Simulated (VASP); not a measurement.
**Mo: structure and properties in VASP**

What structure and properties does PBEsol give Mo, and how near are they to the measured ones? The steps: relaxing cell and atoms (PBEsol), second relaxation, single point with fields (PBEsol), band structure (PBEsol), total and projected DOS (PBEsol), core-level energies (PBEsol), band structure (PBEsol + SOC) and ionic relaxation at fixed cell (PBEsol) with a changed input. The start is a cell from a database of measured crystal structures.

Method: PBEsol; plane waves and PAW (Mo_sv), in the first sound run; inputs show where later runs differ, in VASP 6.6.1.

**What experiment says.**

For Mo, body-centred cubic (bulk Mo, literature value), “Anisotropic Resistivity Size Effect in Epitaxial Mo(001) and Mo(011) Layers” (2023, pmc:10052566) quotes earlier work: lattice constant a (cubic lattice constant, literature experiment) 3.147 Å [literature experimental value used as input for the DFT calculation; temperature not …].

Most raw output is cut from this account.

## 1. The starting structure

Before any relaxation, the start is as follows. It takes space group Im-3m (No. 229, cubic). The conventional cell has a = 3.147 Å, b = 3.147 Å, c = 3.147 Å, α = 90.00°, β = 90.00°, γ = 90.00°. Nearest to Mo lie 8 Mo at 2.73 Å.

Coordinates:

```xyz
1
Lattice="-1.5734 1.5734 1.5734 1.5734 -1.5734 1.5734 1.5734 1.5734 -1.5734" Properties=species:S:1:pos:R:3 pbc="T T T"
Mo    0.0000    0.0000    0.0000
```

## 2. Relaxing cell and atoms (PBEsol)

The start need not lie at this functional's minimum. ISIF = 3 frees volume, shape and positions, and EDIFFG sets the threshold on forces and stress at which the search stops. PBEsol restores the gradient expansion of exchange and is tuned for the cells of solids.

INCAR reads:

```
SYSTEM = Mo
PREC = Accurate
ENCUT = 400
EDIFF = 1E-06
NELM = 100
ISMEAR = 1
SIGMA = 0.2
LREAL = .FALSE.
ALGO = Normal
GGA = PS
NBANDS = 13
LORBIT = 11
LWAVE = .FALSE.
LCHARG = .FALSE.
KPAR = 2
IBRION = 2
NSW = 60
ISIF = 3
EDIFFG = -0.01
```

POSCAR reads:

```
Mo
1.0
   -1.5734150000      1.5734150000      1.5734150000
    1.5734150000     -1.5734150000      1.5734150000
    1.5734150000      1.5734150000     -1.5734150000
Mo
1
Direct
    0.0000000000      0.0000000000      0.0000000000
```

KPOINTS reads:

```
Automatic mesh
0
Gamma
10 10 10
0 0 0
```

Potentials, in the order of the species: Mo_sv (PBE family, release 64).

The run is started by

```
$ mpirun -np 2 vasp_std
```

Wall time 11 s (2 MPI ranks of AMD EPYC 7R43, shared host); peak memory 0.19 GiB.

The k-mesh is coarse for a metal. The PAW data sets were made with PBE, which is usual practice but a small mismatch for other functionals. The run keeps the 48 symmetry operations of its start, so it cannot find a distortion of lower symmetry.

The steps of the relaxation:

```
step  energy less that of the first step (eV)  largest force (eV/Å)  pressure (GPa)  volume (Å³)
   1                                   0.0000                0.0000           -5.27        15.58
   2                                   0.0385                0.0000           17.69        14.45
   3                                  -0.0050                0.0000           -0.13        15.29
   4                                  -0.0050                0.0000           -0.01        15.28
```

```
conventional cell, symmetrised  before  after  change
                         a (Å)   3.147  3.126  -0.6 %
                         b (Å)   3.147  3.126  -0.6 %
                         c (Å)   3.147  3.126  -0.6 %
              volume (Å³/atom)   15.58  15.28  -1.9 %
```

The relaxed structure:

```
Mo
1.0
    -1.56325    1.56325    1.56325
     1.56325   -1.56325    1.56325
     1.56325    1.56325   -1.56325
Mo
1
Direct
  0.00000 0.00000 0.00000
```

This step gave:

* electrons: 14
* bands: 13
* irreducible k-points: 47
* symmetry operations: 48
* free energy (TOTEN): -11.76 eV
* energy at zero smearing: -11.76 eV
* Fermi energy: 12.96 eV
* pressure: -0.009462 GPa
* metallic, judged on the points sampled: yes
* SCF cycles over all ionic steps: 28

It ends with forces that vanish by symmetry and a pressure of -0.01 GPa. The volume lies -1.9 % from that of the database's start, part of which can be the thermal and zero-point expansion of its experiment.

## 3. Second relaxation

The basis stayed that of the start cell while the cell moved. A rerun from the cell reached resets it; the error of the finite cutoff stays.

INCAR is that of step 2.

POSCAR reads:

```
Mo
1.0
   -1.5632452756      1.5632452756      1.5632452756
    1.5632452756     -1.5632452756      1.5632452756
    1.5632452756      1.5632452756     -1.5632452756
Mo
1
Direct
    0.0000000000      0.0000000000      0.0000000000
```

KPOINTS is that of step 2.

The run is started by

```
$ mpirun -np 2 vasp_std
```

It took 6.2 s on 2 MPI ranks; peak memory 0.17 GiB.

Little changed from the start: no atom moved by 0.005 Å and no cell edge by 0.1 %.

This step gave:

```
pressure                        : -0.1006 GPa
SCF cycles over all ionic steps : 11
```

It ends with forces that vanish by symmetry and a pressure of -0.10 GPa. The volume moved by under 0.01 %: the run met its threshold at the first step.

## 4. Single point with fields (PBEsol)

The relaxed cell gets a fresh self-consistent run, on a basis set for its own volume, to fix the density and to check the remaining stress.

INCAR: that of step 3 with these lines changed.

```diff
@@ -13,7 +13,5 @@
 LWAVE = .FALSE.
-LCHARG = .FALSE.
-KPAR = 2
-IBRION = 2
-NSW = 60
-ISIF = 3
-EDIFFG = -0.01
+LCHARG = .TRUE.
+ISIF = 2
+LELF = .TRUE.
+LVHAR = .TRUE.
```

POSCAR is that of step 3.

KPOINTS is that of step 3.

The run is started by

```
$ mpirun -np 2 vasp_std
```

Wall time 7.8 s (2 MPI ranks); peak memory 0.15 GiB.

This step gave:

| Quantity | Value |
| --- | --- |
| SCF cycles | 11 |
| bands | 14 |
| pressure | -0.1045 GPa |

Valence electrons inside each PAW sphere by angular momentum. Sphere charges, by row:

```
atom  s (e)  p (e)  d (e)  tot (e)
 Mo1  2.391  6.209  3.965    12.56
```

Electrostatic potential energy in the ac plane of the conventional cell at fractional y = 0.000, with atoms of Mo within 0.2 Å of it. With pseudopotentials it is smooth inside the atoms' cores, unlike the true potential.

Ten even steps from '0' (-67 eV) to '9' (1 eV), each cell a mean:
```
00136999985200
01247999986410
23468999998642
55789999999865
88999999999988
99999999999999
99999999999999
99999999999999
89999999999999
66789999999876
33578999998643
11357999997421
00136999985310
00136899985200
```
Columns run along a (3.1 Å; values clipped at the 3rd and 97th percentile), rows up along c (3.1 Å), edges of the conventional cell, whose origin can differ from the input's. Atoms in or near the plane, at fractional coordinates: Mo at (0.00, 0.00).

Valence density in the ac plane of the conventional cell at fractional y = 0.000, with atoms of Mo within 0.2 Å of it. It is the smooth field of the valence electrons, not physical close to the nuclei.

Ten even steps from '_' (0.3 e/Å³) to '@' (7.4 e/Å³), each cell a mean:
```
@@%%++::____________..--##@@
##**==..______________::++##
----..________________..::--
....______________________..
____________________________
____________________________
____________________________
____________________________
____________________________
____________________________
::::..__________________..::
**++--..______________..==++
@@%%++::____________..--**%%
@@@@**::____________..--##@@
```
Columns run along a (3.1 Å), rows up along c (3.1 Å), edges of the conventional cell, whose origin can differ from the input's. Atoms in or near the plane, at fractional coordinates: Mo at (0.00, 0.00).

ELF in the ac plane of the conventional cell at fractional y = 0.000, with atoms of Mo within 0.2 Å of it. It is the smooth field of the valence electrons, not physical close to the nuclei.

Ten even steps from '_' (0.18) to '@' (0.71), each cell a mean:
```
++##@@##::__::--..__--%%@@##
@@@@@@**....::==::__::##@@@@
%%%%**--..::====--....==##%%
----::..::--==++==--....::--
____..::--==========--..____
....::--====------====--::..
::--==++++==------==++====--
..::--======------======::::
____..::--==========--::..__
::::....::--==++==--::....::
##**++::..::==++--::..--**##
@@@@%%++....--==::..::**@@@@
**%%@@**::__::--..__--%%@@##
::**@@##::__..::..__--%%@@++
```
Columns run along a (3.1 Å), rows up along c (3.1 Å), edges of the conventional cell, whose origin can differ from the input's. Atoms in or near the plane, at fractional coordinates: Mo at (0.00, 0.00).

In this run the pressure is -0.10 GPa, small enough to go on; single stress components reach 0.10 GPa.

## 5. Band structure (PBEsol)

The mesh alone shows little of the dispersion and can miss band extrema, so KPOINTS_OPT adds a path through the symmetry points after the self-consistent cycle.

INCAR reads:

```
SYSTEM = Mo
PREC = Accurate
ENCUT = 400
EDIFF = 1E-06
NELM = 100
ISMEAR = 1
SIGMA = 0.2
LREAL = .FALSE.
ALGO = Normal
GGA = PS
NBANDS = 18
LORBIT = 11
LWAVE = .FALSE.
LCHARG = .FALSE.
KPAR = 2
```

POSCAR is that of step 4.

KPOINTS is that of step 4.

KPOINTS_OPT reads:

```
Line mode
16
Line-mode
Reciprocal
  0.00000000   0.00000000   0.00000000 GAMMA
  0.50000000  -0.50000000   0.50000000 H

  0.50000000  -0.50000000   0.50000000 H
  0.00000000   0.00000000   0.50000000 N

  0.00000000   0.00000000   0.50000000 N
  0.00000000   0.00000000   0.00000000 GAMMA

  0.00000000   0.00000000   0.00000000 GAMMA
  0.25000000   0.25000000   0.25000000 P

  0.25000000   0.25000000   0.25000000 P
  0.50000000  -0.50000000   0.50000000 H

  0.25000000   0.25000000   0.25000000 P
  0.00000000   0.00000000   0.50000000 N
```

The run is started by

```
$ mpirun -np 2 vasp_std
```

The job ended after 16 s (2 MPI ranks; peak memory 0.19 GiB).

Spin-orbit coupling is off here; it would split degenerate levels.

This step gave:

```
bands    : 18
pressure : -0.1124 GPa
```

The electronic bands at the labelled points (eV, zero at the Fermi level; # counts the bands kept in this run):

```
          point     #1     #2     #3     #4    #5     #6
              Γ  -7.48  -1.52  -1.52  -1.52  1.58   1.58
0.47 of the way  -4.12  -2.57  -0.94  -0.94  0.52   3.23
              H  -5.76  -5.76   4.04   4.04  4.04   9.08
0.53 of the way  -4.63  -3.28  -1.24   0.09  4.47   7.34
              N  -5.61  -3.63   1.57   1.63  2.28   4.84
0.47 of the way  -5.38  -2.80  -1.63   1.10  1.30   1.78
              Γ  -7.48  -1.52  -1.52  -1.52  1.58   1.58
0.53 of the way  -4.05  -3.09  -3.09   1.69  1.69   3.83
              P  -2.79  -2.79  -2.79   2.41  2.41   9.64
0.47 of the way  -3.38  -3.14  -3.14   2.19  2.19  10.40
              H  -5.76  -5.76   4.04   4.04  4.04   9.08
      jump to P  -2.79  -2.79  -2.79   2.41  2.41   9.64
0.53 of the way  -4.49  -3.60  -0.49   1.94  2.33   7.52
              N  -5.61  -3.63   1.57   1.63  2.28   4.84
```

There is no gap at this level.

## 6. Total and projected DOS (PBEsol)

Here the states are counted by energy and projected on the atoms. The mesh is finer than in the run before.

INCAR: that of step 5 with these lines changed.

```diff
@@ -5,3 +5,3 @@
 NELM = 100
-ISMEAR = 1
+ISMEAR = -5
 SIGMA = 0.2
@@ -15 +15,2 @@
 KPAR = 2
+NEDOS = 2001
```

POSCAR is that of step 5.

KPOINTS reads:

```
Automatic mesh
0
Gamma
15 15 15
0 0 0
```

The run is started by

```
$ mpirun -np 2 vasp_std
```

Wall time 26 s (2 MPI ranks); peak memory 0.22 GiB; 49 s of CPU time.

With tetrahedra the forces and stress of a metal are not exact derivatives of the energy.

This step gave:

```yaml
scf_cycles: 12
irreducible_k_points: 120
free_energy_toten: -11.77 eV
fermi_energy: 12.85 eV
pressure: 0.9333 GPa
dos_at_the_fermi_level_one_point_of_the_energy_grid: 0.5758 states/eV/cell
```

The density of states has structure finer than the step of the table below, so its rows give means over 0.5 eV, whole bins alone (the curve runs from -11.9 to 7.95 eV). Peaks (eV: height): total -3.14: 2.56, -1.73: 2.52, 1.70: 1.79, 2.46: 3.38; Mo d -3.14: 1.97, -1.73: 1.71, 1.70: 1.60, 2.46: 3.14; Mo p -4.06: 0.0591, -3.14: 0.108, -1.73: 0.189; Mo s -5.04: 0.202, -1.73: 0.0738, 2.52: 0.0317.

States under -11.9 eV and over 8.0 eV are left out. Table of density of states by energy, zero at the Fermi level; means over each step; values in states/eV/cell:

```
energy (eV)   total     Mo d     Mo p     Mo s
       -8.0       0        0        0        0
       -7.5  8.1e-4        0        0   4.6e-4
       -7.0  0.0327   6.8e-5   5.3e-4   0.0178
       -6.5  0.0630  0.00103  0.00201   0.0329
       -6.0  0.0972  0.00423  0.00443   0.0475
       -5.5   0.301    0.114  0.00961   0.0802
       -5.0   0.997    0.510   0.0281    0.180
       -4.5    1.40    0.811   0.0475    0.176
       -4.0    1.28    0.804   0.0508    0.111
       -3.5   0.924    0.704   0.0332   0.0156
       -3.0    1.89     1.46   0.0723   0.0112
       -2.5   0.889    0.689   0.0313   0.0136
       -2.0    1.37    0.952   0.0913   0.0382
       -1.5    1.45    0.965    0.116   0.0414
       -1.0   0.567    0.343   0.0602   0.0186
       -0.5   0.509    0.336   0.0465   0.0115
        0.0   0.581    0.427   0.0381  0.00749
        0.5   0.960    0.763   0.0372   0.0147
        1.0    1.26     1.07   0.0281   0.0123
        1.5    1.37     1.21   0.0223   0.0115
        2.0    1.39     1.27   0.0138  0.00948
        2.5    1.88     1.70   0.0300   0.0258
        3.0   0.871    0.736   0.0326   0.0245
        3.5   0.694    0.578   0.0304   0.0213
        4.0   0.581    0.483   0.0271   0.0189
        4.5   0.298    0.217   0.0252   0.0178
        5.0   0.306    0.210   0.0326   0.0180
        5.5   0.286    0.177   0.0397   0.0178
        6.0   0.270    0.155   0.0439   0.0171
        6.5   0.263    0.141   0.0480   0.0164
        7.0   0.253    0.127   0.0511   0.0154
        7.5   0.244    0.114   0.0538   0.0144
```

The finer mesh and the other smearing move the Fermi level by -0.11 eV from the 10×10×10 run, one measure of the sampling error in the zero of the bands above. Of the states within 0.3 eV of the Fermi level, the largest shares in the PAW spheres are Mo d 74 % and Mo p 6 %. The rest lies in smaller channels or between the spheres.

## 7. Core-level energies (PBEsol)

ICORELEVEL = 1 prints the core eigenvalues in the potential of the ground state.

INCAR reads:

```
SYSTEM = Mo
PREC = Accurate
ENCUT = 400
EDIFF = 1E-06
NELM = 100
ISMEAR = 1
SIGMA = 0.2
LREAL = .FALSE.
ALGO = Normal
GGA = PS
NBANDS = 13
LORBIT = 11
LWAVE = .FALSE.
LCHARG = .FALSE.
KPAR = 2
ICORELEVEL = 1
```

POSCAR is that of step 6.

KPOINTS reads:

```
Automatic mesh
0
Gamma
10 10 10
0 0 0
```

The run is started by

```
$ mpirun -np 2 vasp_std
```

Elapsed: 6.6 s, on 2 MPI ranks; peak memory 0.17 GiB.

These are scalar-relativistic Kohn-Sham levels of the ground state, with no core hole, so they are not binding energies.

This step gave:

- SCF cycles: 11
- bands: 13
- irreducible k-points: 47
- free energy (TOTEN): -11.76 eV
- Fermi energy: 12.96 eV
- pressure: -0.1006 GPa

Kohn-Sham core levels. Core levels, by row:

```
atom  shell  level below the Fermi level (eV)
 Mo1     1s                             19816
 Mo1     2s                              2796
 Mo1     2p                              2499
 Mo1     3s                             473.4
 Mo1     3p                             376.2
 Mo1     3d                               218
```

## 8. Band structure (PBEsol + SOC)

This step: PBEsol, spin-orbit coupling; plane waves and PAW (Mo_sv) (VASP 6.6.1).

The mesh alone shows little of the dispersion and can miss band extrema, so KPOINTS_OPT adds a path through the symmetry points after the self-consistent cycle. Spin-orbit coupling needs spinors and the noncollinear program, where each band holds one electron.

INCAR: that of step 7 with these lines changed.

```diff
@@ -10,3 +10,9 @@
 GGA = PS
-NBANDS = 13
+LNONCOLLINEAR = .TRUE.
+MAGMOM = 0 0 0
+NBANDS = 26
+GGA_COMPAT = .FALSE.
+LASPH = .TRUE.
+LSORBIT = .TRUE.
+LMAXMIX = 4
 LORBIT = 11
@@ -15,2 +21 @@
 KPAR = 2
-ICORELEVEL = 1
```

POSCAR is that of step 7.

KPOINTS reads:

```
Automatic mesh
0
Gamma
8 8 8
0 0 0
```

KPOINTS_OPT is that of step 5.

The run is started by

```
$ mpirun -np 2 vasp_ncl
```

It took 44 s on 2 MPI ranks; peak memory 0.25 GiB; 86 s of CPU time.

LASPH is on here and off in scalar runs of this session, so a comparison with those holds both changes.

This step gave:

```
SCF cycles              : 12
bands                   : 26
irreducible k-points    : 29
free energy (TOTEN)     : -11.86 eV
energy at zero smearing : -11.86 eV
Fermi energy            : 12.72 eV
pressure                : 1.133 GPa
```

On-site spin-orbit energy by atom:

```
atom  on-site spin-orbit energy (eV)
 Mo1                          -0.206
```

The electronic bands at the labelled points (eV, zero at the Fermi level; # counts the bands kept in this run):

```
          point     #3     #4     #5     #6     #7     #8    #9   #10
              Γ  -1.35  -1.35  -1.35  -1.35  -1.21  -1.21  1.80  1.80
0.47 of the way  -2.34  -2.34  -0.79  -0.79  -0.65  -0.65  0.74  0.74
              H  -5.54  -5.54   4.19   4.19   4.19   4.19  4.39  4.39
0.53 of the way  -3.06  -3.06  -1.03  -1.03   0.31   0.31  4.68  4.68
              N  -3.41  -3.41   1.81   1.81   1.84   1.84  2.50  2.50
0.47 of the way  -2.59  -2.59  -1.41  -1.41   1.31   1.31  1.52  1.52
              Γ  -1.35  -1.35  -1.35  -1.35  -1.21  -1.21  1.80  1.80
0.53 of the way  -2.89  -2.89  -2.86  -2.86   1.85   1.85  1.97  1.97
              P  -2.52  -2.52  -2.52  -2.52   2.63   2.63  2.63  2.63
0.47 of the way  -2.94  -2.94  -2.89  -2.89   2.35   2.35  2.46  2.46
              H  -5.54  -5.54   4.19   4.19   4.19   4.19  4.39  4.39
      jump to P  -2.52  -2.52  -2.52  -2.52   2.63   2.63  2.63  2.63
0.53 of the way  -3.38  -3.38  -0.27  -0.27   2.15   2.15  2.56  2.56
              N  -3.41  -3.41   1.81   1.81   1.84   1.84  2.50  2.50
```

At these settings, which differ from those of the relaxation, the cell is under a pressure of 1.1 GPa. Spin-orbit coupling and whatever else the input changes with it, such as the mesh, can each hold a part of this; the runs don't part them.

## 9. Ionic relaxation at fixed cell (PBEsol) with a changed input

This step: PBEsol; plane waves and PAW (Mo_sv) (VASP 6.6.1).

This run is made with a changed input; what comes of it follows.

INCAR reads:

```
SYSTEM = Mo
PREC = Normal
ENCUT = 220
EDIFF = 1E-06
NELM = 73
ISMEAR = 1
SIGMA = 0.2
LREAL = .FALSE.
ALGO = Normal
GGA = PS
NBANDS = 13
LORBIT = 11
LWAVE = .FALSE.
LCHARG = .FALSE.
KPAR = 2
IBRION = 2
NSW = 30
ISIF = 2
EDIFFG = -0.01
```

POSCAR is that of step 8.

KPOINTS reads:

```
Automatic mesh
0
Gamma
10 10 10
0 0 0
```

The run is started by

```
$ mpirun -np 2 vasp_std
```

Run time: 2.8 s. Hardware: 2 MPI ranks; peak memory 0.14 GiB; 4 s of CPU time.

Convergence was reached, but on settings outside the sound range, so the numbers are no properties of the crystal.

Against the sound run on this cell (core-level energies (PBEsol)) the energy at zero smearing moves by +96.3 meV an atom and the pressure by -31.71 GPa.

The fault in the input: cutoff too low (ENCUT = 220 and PREC = "Normal"). Raise ENCUT.

## 10. What came out

| Item | Value |
| --- | --- |
| relaxed volume | 15.28 Å³/atom |
| relaxed conventional cell a, b, c | 3.126, 3.126, 3.126 Å |
| space group after relaxing, within 0.02 Å | Im-3m (No. 229) |
| band gap | none, a metal |
| DOS at the Fermi level | 0.576 states/eV/cell |
| shallowest level of the frozen cores | Mo1 3d, 218.0 eV deep |
| band gap (PBEsol + SOC) | none, a metal |

**Reading.** With PBEsol, Mo relaxes to 15.28 Å³/atom in space group Im-3m (held by the symmetry of the run) and comes out as a metal. Against the listed cell the volume lies -1.9 %. Band structure (PBEsol): Of the bands kept, 3 cross the Fermi level on this path. Band structure (PBEsol + SOC): Of the bands kept, 6 cross the Fermi level on this path (spinor bands, one electron each). LASPH was switched on together with spin-orbit coupling, so shifts put down to the coupling hold both changes, and that of the mesh where it differs. The k-sampling is coarse for a metal, so the Fermi level, pressures and the shape of the cell carry errors. No search among competing phases was made. All values are for a static lattice at zero temperature.

Calculation against experiment:

```
              quantity  measured          PBEsol
lattice constant a (Å)     3.147  3.126 (-0.7 %)
```

Measured values from pmc:10052566 (2023).

Verdict: The lattice constant a is off by -0.7 %: good agreement. The grades are ours: good and fair within 0.7 and 1.5 % for the lattice constant a. Zero-point motion and thermal expansion are not in the computed lattice constants.

[Lines on the potential files, build, host, timing and source positions are cut from VASP's logs without a mark.]

[Logs are printed without paths, hosts, clocks, repeated set-up lines and the standing remarks that a program may print on its own settings, such as how far it seeks lower states.]

[Hosts, paths, dates, database ids (printed as entryN), source tags and the programs' standing remarks are cut or masked in the printed files.]

[A measured line is paired with the nearest computed mode of its activity, which favours agreement.]

[In band tables of VASP the shares of atoms and orbitals are scaled to a sum of 1 inside the atoms' spheres.]
